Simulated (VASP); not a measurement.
Here is the system:

```
CELL_PARAMETERS angstrom
      0.00000     2.68323     2.68323
      2.68323     0.00000     2.68323
      2.68323     2.68323     0.00000
ATOMIC_POSITIONS crystal
  Co 0.00000 0.00000 0.00000
  Si 0.25000 0.25000 0.25000
  Si 0.75000 0.75000 0.75000
```

Calculation: PW91 GGA, VASP's PBE PAW potentials (set 64) (plane waves; VASP). Numerical set-up: 520 eV cut-off, Gaussian smearing of 0.050 eV, potentials Co Si.

Give the energies of bands 2 to 11 at the high-symmetry points, in eV from the Fermi level.

```
band      Γ      X      U      L      W
----  -----  -----  -----  -----  -----
2     -4.03  -7.10  -8.00  -9.18  -8.05
3     -4.03  -6.39  -6.50  -3.53  -6.02
4     -4.03  -3.60  -3.80  -3.53  -5.85
5     -1.86  -3.60  -3.36  -2.13  -2.25
6     -1.86  -1.92  -2.19  -1.59  -2.25
7      0.69  -1.92  -1.73  -1.59  -1.92
8      3.41  -1.86  -1.19  -0.43  -1.42
9      3.41  -1.30  -0.94  -0.43  -0.65
10     3.42   1.57   1.97   2.71   3.63
11     3.50   2.97   5.01   3.42   3.63
```

It has no gap at this level: it comes out as a metal or semimetal.

The compound is CoSi2 in the fluorite structure. It was relaxed first. The run is not spin-polarised, so no magnetic state was tried. The electron count is odd and the run is not spin-polarised, which forces a metal.
